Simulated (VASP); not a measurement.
Consider the following.

```
CELL_PARAMETERS angstrom
      0.00000     2.67464     2.67464
      2.67464     0.00000     2.67464
      2.67464     2.67464     0.00000
ATOMIC_POSITIONS crystal
  K  0.00000 0.00000 0.00000
  F  0.50000 0.50000 0.50000
```

Computed with rev-vdW-DF2, VASP's PBE PAW potentials (set 64) (plane waves; VASP). Settings: 520 eV cut-off, 9×9×9 Γ-centred mesh, Gaussian smearing of 0.050 eV, potentials K_sv F.

Question: Give the energy at these volumes per atom, relative to the lowest: 17.91, 18.48, 19.05, 19.62, 20.19 Å³.

Answer: 9.2, 2.4, 0.0, 1.2, 5.4 meV/atom. A third-order Birch-Murnaghan fit gives B0 = 32.9 GPa and B0′ = 5.0.

The compound is KF in the rock salt structure. It was relaxed first.
